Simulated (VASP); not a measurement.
A VASP calculation is set up with these files.

**INCAR**
```
LWAVE = .FALSE.
LMAXMIX = 4
ISMEAR = 0   ! Gaussian
GGA = PS   ! PBEsol
SIGMA = 0.05   ! width (eV)
LCHARG = .FALSE.
PREC = Accurate
ENCUT = 520   ! plane-wave cut-off (eV)
SYSTEM = LiNbO3
LREAL = .FALSE.   ! projection in real space or not
ISIF = 3   ! ions, shape and volume
IBRION = 2   ! conjugate gradients
EDIFFG = -0.02
NSW = 60
ALGO = Normal
NELM = 100   ! most electronic steps
EDIFF = 1E-6
LASPH = .TRUE.   ! aspherical one-centre terms
```

**KPOINTS**
```
Automatic mesh
0
Gamma
5 5 5
0 0 0
```

**POSCAR**
```
LiNbO3
1
    2.5910063143     1.4959181117     4.5453020851
   -2.5910063143     1.4959181117     4.5453020851
   -0.0000000000    -2.9918362234     4.5453020851
Li Nb O
2 2 6
Direct
  0.2500000000   0.2500000000   0.2500000000
  0.7500000000   0.7500000000   0.7500000000
  0.0000000000   0.0000000000   0.0000000000
  0.5000000000   0.5000000000   0.5000000000
  0.1300763473   0.3699236527   0.7500000000
  0.7500000000   0.1300763473   0.3699236527
  0.3699236527   0.7500000000   0.1300763473
  0.8699236527   0.6300763473   0.2500000000
  0.2500000000   0.8699236527   0.6300763473
  0.6300763473   0.2500000000   0.8699236527
```

POTCAR, in this order: Li_sv Nb_sv O (PBE.64 set). Program: vasp_std.

Q: Translate this PBEsol calculation to Quantum ESPRESSO's pw.x.

A: One equivalent input (not run):
```
&CONTROL
  calculation = 'vc-relax'
  pseudo_dir = './pseudo'
  outdir = './out'
  tprnfor = .true.
  tstress = .true.
  nstep = 60
  forc_conv_thr = 0.00078
/
&SYSTEM
  ibrav = 0
  nat = 10
  ntyp = 3
  ecutwfc = 84
  occupations = 'smearing'
  smearing = 'gaussian'
  degauss = 0.003675
  input_dft = 'pbesol'
/
&ELECTRONS
  conv_thr = 7.3e-08
  electron_maxstep = 100
/
&IONS
/
&CELL
/
ATOMIC_SPECIES
  Li 6.940 Li.upf
  Nb 92.906 Nb.upf
  O 15.999 O.upf
CELL_PARAMETERS angstrom
     2.5910063    1.4959181    4.5453021
    -2.5910063    1.4959181    4.5453021
    -0.0000000   -2.9918362    4.5453021
ATOMIC_POSITIONS crystal
  Li   0.2500000  0.2500000  0.2500000
  Li   0.7500000  0.7500000  0.7500000
  Nb   0.0000000  0.0000000  0.0000000
  Nb   0.5000000  0.5000000  0.5000000
  O    0.1300763  0.3699237  0.7500000
  O    0.7500000  0.1300763  0.3699237
  O    0.3699237  0.7500000  0.1300763
  O    0.8699237  0.6300763  0.2500000
  O    0.2500000  0.8699237  0.6300763
  O    0.6300763  0.2500000  0.8699237
K_POINTS automatic
  5 5 5 0 0 0
```
The two are equivalent in intent, not identical: the potentials are each code's own (VASP's PAW set, PseudoDojo norm-conserving files in pw.x), so ENCUT and ecutwfc are chosen apart and not converted; conv_thr bounds pw.x's estimated SCF error, while EDIFF bounds the energy change between steps; forc_conv_thr acts on force components and is met together with etot_conv_thr.

The structure comes from a measured LiNbO3 entry (R-3c) of the Crystallography Open Database, whose conditions weren't checked. It was relaxed first, which changed the volume by -5 %. The start is the result of an earlier pass.
